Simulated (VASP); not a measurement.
A convergence study with VASP on Co (hcp): one setting is varied, all else stays as given below, so the limit is that of these other settings.

```
Co
1.0
    1.25500    -2.17372     0.00000
    1.25500     2.17372     0.00000
    0.00000     0.00000     4.07000
Co
2
Cartesian
  1.25500   0.72458   1.01750
  1.25500  -0.72458   3.05250
```
Starting moments (μB, in the order of the record's atoms Co Co): 1.8 1.8.

Computed with PBE GGA, VASP's PBE PAW potentials (set 64) (plane waves; VASP). The tightest run used: 550 eV cut-off, 27×27×14 Γ-centred mesh, tetrahedra with Blöchl corrections, potentials Co.

### Question
The settings run are 3×3×2 mesh; 4×4×2 mesh; 5×5×3 mesh; 6×6×3 mesh; 7×7×4 mesh; 8×8×4 mesh; 9×9×5 mesh; 10×10×5 mesh; 11×11×6 mesh; 12×12×6 mesh; 13×13×7 mesh; 14×14×7 mesh; 16×16×8 mesh; 17×17×9 mesh; 18×18×9 mesh; 19×19×10 mesh; 20×20×11 mesh; 21×21×11 mesh; 22×22×12 mesh; 23×23×12 mesh; 24×24×13 mesh; 25×25×13 mesh; 26×26×14 mesh; 27×27×14 mesh. From which on does the energy per atom stay within 0.005 eV/atom of the tightest run?

### Answer
From 8×8×4 mesh on: it is off by 0.0011 there and by no more than 0.005 in any finer run, while 7×7×4 mesh is off by 0.0115.
```
setting        E (eV/atom)  pressure (GPa)  moment (μB)  irreducible k-points  difference judged (eV/atom)
-------------  -----------  --------------  -----------  --------------------  ---------------------------
3×3×2 mesh         -7.1887           -7.12        2.957                     6                       0.1582
4×4×2 mesh         -7.0291           -8.98        2.651                     8                       0.0014
5×5×3 mesh         -7.0529           -5.16        3.214                    10                       0.0223
6×6×3 mesh         -7.0493           -6.45        3.096                    14                       0.0187
7×7×4 mesh         -7.0190           -6.12        3.084                    24                       0.0115
8×8×4 mesh         -7.0317           -6.14        3.114                    30                       0.0011
9×9×5 mesh         -7.0278           -5.78        3.156                    36                       0.0028
10×10×5 mesh       -7.0327           -5.53        3.192                    42                       0.0021
11×11×6 mesh       -7.0309           -5.73        3.170                    64                       0.0003
12×12×6 mesh       -7.0311           -5.56        3.188                    76                       0.0005
13×13×7 mesh       -7.0313           -5.54        3.195                    84                       0.0007
14×14×7 mesh       -7.0303           -5.46        3.204                    96                       0.0003
16×16×8 mesh       -7.0300           -5.44        3.207                   150                       0.0006
17×17×9 mesh       -7.0307           -5.39        3.214                   165                       0.0002
18×18×9 mesh       -7.0305           -5.38        3.215                   185                       0.0001
19×19×10 mesh      -7.0307           -5.36        3.218                   240                       0.0001
20×20×11 mesh      -7.0306           -5.37        3.219                   264                       0.0000
21×21×11 mesh      -7.0306           -5.32        3.223                   288                       0.0000
22×22×12 mesh      -7.0307           -5.34        3.222                   364                       0.0001
23×23×12 mesh      -7.0304           -5.33        3.224                   392                       0.0002
24×24×13 mesh      -7.0307           -5.32        3.226                   427                       0.0001
25×25×13 mesh      -7.0305           -5.30        3.226                   455                       0.0001
26×26×14 mesh      -7.0306           -5.29        3.227                   560                       0.0000
27×27×14 mesh      -7.0306           -5.31        3.227                   600                       0.0000
```

Left out are rungs that failed or repeat a setting and relaxations that didn't move; long series are thinned to 24 rows.

The compound is Co in the hcp structure. The cell was not relaxed at this level. The spin order is the one that the start imposed; others were not tried in this run.
